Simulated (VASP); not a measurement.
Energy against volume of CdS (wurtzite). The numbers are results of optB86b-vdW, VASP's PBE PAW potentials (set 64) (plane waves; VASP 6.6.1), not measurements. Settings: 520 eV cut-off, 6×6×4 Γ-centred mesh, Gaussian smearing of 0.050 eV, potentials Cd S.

Shape and ions are relaxed at each volume.

```
V (Å³/atom)  E (eV/atom)
-----------  -----------
23.971          -0.72571
24.736          -0.74001
25.501          -0.74450
26.266          -0.74072
```

Problem. Fit these four points and predict the energy of the run at 27.031 Å³/atom.

Solution. A cubic in V^(−2/3), the third-order Birch-Murnaghan form, passes through the four points with V0 = 25.51 Å³/atom and B0 = 57 GPa, and gives -0.7300 eV/atom there. The run gave -0.7299 eV/atom, +0.0 meV/atom from the fit; all five points give B0 = 58 GPa.

The compound is CdS in the wurtzite structure. It was relaxed first.
